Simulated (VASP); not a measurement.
Level of theory: MS2 meta-GGA, VASP's PBE PAW potentials (set 64) (plane waves; VASP 6.6.1).

VASP ran on this input.

KPOINTS_OPT:
```
k-points along high-symmetry lines
10
Line-mode
Reciprocal
  0.000000   0.000000   0.000000 ! GAMMA
  0.000000   0.500000   0.000000 ! X

  0.000000   0.500000   0.000000 ! X
  0.500000   0.500000   0.000000 ! M

  0.500000   0.500000   0.000000 ! M
  0.000000   0.000000   0.000000 ! GAMMA

  0.000000   0.000000   0.000000 ! GAMMA
  0.500000   0.500000   0.500000 ! R

  0.500000   0.500000   0.500000 ! R
  0.000000   0.500000   0.000000 ! X

  0.500000   0.500000   0.500000 ! R
  0.500000   0.500000   0.000000 ! M
```

INCAR:
```
SYSTEM = PdIn
PREC = Accurate
ENCUT = 520
EDIFF = 1E-7
NELM = 100
ALGO = Normal
LREAL = .FALSE.
LASPH = .TRUE.
ISMEAR = -5
METAGGA = MS2
LMIXTAU = .TRUE.
LMAXMIX = 4
LWAVE = .FALSE.
LCHARG = .FALSE.
LORBIT = 11
NEDOS = 601
ISIF = 2
```

File POSCAR:
```
PdIn
1.0
  3.2500000000   0.0000000000   0.0000000000
  0.0000000000   3.2500000000   0.0000000000
  0.0000000000   0.0000000000   3.2500000000
In Pd
1 1
Cart
  1.6250000000   1.6250000000   1.6250000000
  0.0000000000   0.0000000000   0.0000000000
```

**KPOINTS**
```
Automatic mesh
0
Gamma
13 13 13
0 0 0
```

POTCAR, in this order: In_d Pd (PBE.64 set). Program: vasp_std.

Output

OUTCAR:
```
 ion  position               nearest neighbor table
   1  0.500  0.500  0.500-   2 2.81   2 2.81   2 2.81   2 2.81   2 2.81   2 2.81   2 2.81   2 2.81
  LATTYP: Found a simple cubic cell.
 ALAT       =     3.2500000000
 Subroutine PRICEL returns:
 Original cell was already a primitive cell.
 Subroutine GETGRP returns: Found 48 space group operations
The static configuration has the point symmetry O_h .
The dynamic configuration has the point symmetry O_h .
 Subroutine INISYM returns: Found 48 space group operations
 Subroutine IBZKPT returns following result:
 Found     84 irreducible k-points:

 Following reciprocal coordinates:
            Coordinates               Weight
  0.000000  0.000000  0.000000      1.000000
  0.076923  0.000000  0.000000      6.000000
  0.153846  0.000000  0.000000      6.000000
  0.230769  0.000000  0.000000      6.000000
  0.307692  0.000000  0.000000      6.000000
  0.384615  0.000000  0.000000      6.000000
  0.461538  0.000000  0.000000      6.000000
  0.076923  0.076923  0.000000     12.000000
  0.153846  0.076923  0.000000     24.000000
  0.230769  0.076923  0.000000     24.000000
  0.307692  0.076923  0.000000     24.000000
  0.384615  0.076923  0.000000     24.000000
  0.461538  0.076923  0.000000     24.000000
  0.153846  0.153846  0.000000     12.000000
  0.230769  0.153846  0.000000     24.000000
  0.307692  0.153846  0.000000     24.000000
  0.384615  0.153846  0.000000     24.000000
  0.461538  0.153846  0.000000     24.000000
  0.230769  0.230769  0.000000     12.000000
  0.307692  0.230769  0.000000     24.000000
  0.384615  0.230769  0.000000     24.000000
  0.461538  0.230769  0.000000     24.000000
  0.307692  0.307692  0.000000     12.000000
  0.384615  0.307692  0.000000     24.000000
  0.461538  0.307692  0.000000     24.000000
  0.384615  0.384615  0.000000     12.000000
  0.461538  0.384615  0.000000     24.000000
  0.461538  0.461538  0.000000     12.000000
  0.076923  0.076923  0.076923      8.000000
  0.153846  0.076923  0.076923     24.000000
  0.230769  0.076923  0.076923     24.000000
  0.307692  0.076923  0.076923     24.000000
  0.384615  0.076923  0.076923     24.000000
  0.461538  0.076923  0.076923     24.000000
  0.153846  0.153846  0.076923     24.000000
  0.230769  0.153846  0.076923     48.000000
  0.307692  0.153846  0.076923     48.000000
  0.384615  0.153846  0.076923     48.000000
  0.461538  0.153846  0.076923     48.000000
  0.230769  0.230769  0.076923     24.000000
   k-points           NKPTS =     84   k-points in BZ     NKDIM =     84   number of bands    NBANDS=     15
   number of dos      NEDOS =    601   number of ions     NIONS =      2
   total plane-waves  NPLWV =  13824
   dimension x,y,z NGX =    24 NGY =   24 NGZ =   24
   dimension x,y,z NGXF=    48 NGYF=   48 NGZF=   48
   ions per type =               1   1
   PREC   = accura    normal or accurate (medium, high low for compatibility)
   ISTART =      0    job   : 0-new  1-cont  2-samecut
   ICHARG =      2    charge: 1-file 2-atom 10-const
   ISPIN  =      1    spin polarized calculation?
   LNONCOLLINEAR =      F non collinear calculations
   LSORBIT =      F    spin-orbit coupling
   INIWAV =      1    electr: 0-lowe 1-rand  2-diag
   ENCUT  =  520.0 eV  38.22 Ry    6.18 a.u.   6.04  6.04  6.04*2*pi/ulx,y,z
   NELM   =    100;   NELMIN=  2; NELMDL= -5     # of ELM steps
   EDIFF  = 0.1E-06   stopping-criterion for ELM
   LREAL  =      F    real-space projection
   NLSPLINE    = F    spline interpolate recip. space projectors
   LMAXMIX     =    4 max onsite mixed and CHGCAR
   VOSKOWN=      0    Vosko Wilk Nusair interpolation
...
```

OSZICAR:
```
       N       E                     dE             d eps       ncg     rms          rms(c)
DAV:   1     0.140908225608E+03    0.14091E+03   -0.10669E+04  2578   0.185E+03
DAV:   2    -0.197755685789E+02   -0.16068E+03   -0.15703E+03  2639   0.390E+02
DAV:   3    -0.276174527713E+02   -0.78419E+01   -0.77660E+01  3171   0.923E+01
DAV:   4    -0.277397543867E+02   -0.12230E+00   -0.12223E+00  2990   0.109E+01
DAV:   5    -0.277449098439E+02   -0.51555E-02   -0.51555E-02  3808   0.212E+00    0.272E+01
DAV:   6    -0.533041712056E+01    0.22414E+02   -0.64987E+01  2660   0.148E+02    0.793E+00
DAV:   7    -0.362571588437E+01    0.17047E+01   -0.41546E+00  3157   0.336E+01    0.499E+00
DAV:   8    -0.359433971631E+01    0.31376E-01   -0.57104E-01  2826   0.639E+00    0.241E+00
DAV:   9    -0.358857076857E+01    0.57689E-02   -0.46136E-01  3206   0.138E+01    0.193E+00
DAV:  10    -0.356457556767E+01    0.23995E-01   -0.46779E-02  3164   0.419E+00    0.682E-01
DAV:  11    -0.355869247935E+01    0.58831E-02   -0.15401E-02  3262   0.217E+00    0.156E-01
DAV:  12    -0.355827488899E+01    0.41759E-03   -0.20252E-03  3318   0.894E-01    0.779E-02
DAV:  13    -0.355837363534E+01   -0.98746E-04   -0.12135E-03  2744   0.421E-01    0.111E-01
DAV:  14    -0.355829200332E+01    0.81632E-04   -0.13947E-03  2814   0.531E-01    0.111E-02
DAV:  15    -0.355830157079E+01   -0.95675E-05   -0.20887E-05  3024   0.657E-02    0.199E-02
DAV:  16    -0.355830295541E+01   -0.13846E-05   -0.56452E-07  3336   0.133E-02    0.180E-02
DAV:  17    -0.355829780992E+01    0.51455E-05   -0.70547E-06  2751   0.253E-02    0.984E-03
DAV:  18    -0.355830411490E+01   -0.63050E-05   -0.58957E-06  3143   0.466E-02    0.302E-03
DAV:  19    -0.355830487753E+01   -0.76263E-06   -0.90918E-07  3129   0.166E-02    0.184E-03
DAV:  20    -0.355830513367E+01   -0.25614E-06   -0.13417E-08  1456   0.161E-03    0.139E-03
DAV:  21    -0.355830522914E+01   -0.95473E-07   -0.25190E-08  1428   0.211E-03
   1 F= -.35583052E+01 E0= -.35583052E+01  d E =0.000000E+00
       N       E                     dE             ncg
```

**OUTCAR**
```
------------------------ aborting loop because EDIFF is reached ----------------------------------------
  FORCE on cell =-STRESS in cart. coord.  units (eV):
  Direction    XX          YY          ZZ          XY          YZ          ZX
  --------------------------------------------------------------------------------------
  Total       -0.0355175     -0.0355175     -0.0355175     -0.0000000      0.0000000     -0.0000000
  in kB       -1.6576904     -1.6576904     -1.6576904     -0.0000000      0.0000000     -0.0000000
  external PRESSURE =      -1.6576904 kB  Pullay stress =       0.0000000 kB
  volume of cell :       34.33
      direct lattice vectors                 reciprocal lattice vectors
     3.250000000  0.000000000  0.000000000     0.307692308  0.000000000  0.000000000
     0.000000000  3.250000000  0.000000000     0.000000000  0.307692308  0.000000000
     0.000000000  0.000000000  3.250000000     0.000000000  0.000000000  0.307692308
 POSITION                                       TOTAL-FORCE (eV/Angst)
 -----------------------------------------------------------------------------------
      1.62500      1.62500      1.62500         0.000000      0.000000      0.000000
      0.00000      0.00000      0.00000         0.000000      0.000000      0.000000
 -----------------------------------------------------------------------------------
    total drift:                                0.000000      0.000000     -0.000000
  FREE ENERGIE OF THE ION-ELECTRON SYSTEM (eV)
  ---------------------------------------------------
  free  energy   TOTEN  =        -3.5583052291 eV

  energy  without entropy=       -3.5583052291  energy(sigma->0) =       -3.55830523

 total charge

# of ion       s       p       d       tot
------------------------------------------
    1        0.886   0.837   9.913  11.636
    2        0.488   0.449   8.624   9.561
--------------------------------------------------
tot          1.374   1.286  18.537  21.197
```
(Selected blocks of OUTCAR.)

For a metal the tetrahedron method with Blöchl corrections gives inexact stress and forces.

The compound is PdIn in the CsCl type structure. The cell was not relaxed at this level. The electron count is odd and the run is not spin-polarised, which forces a metal.
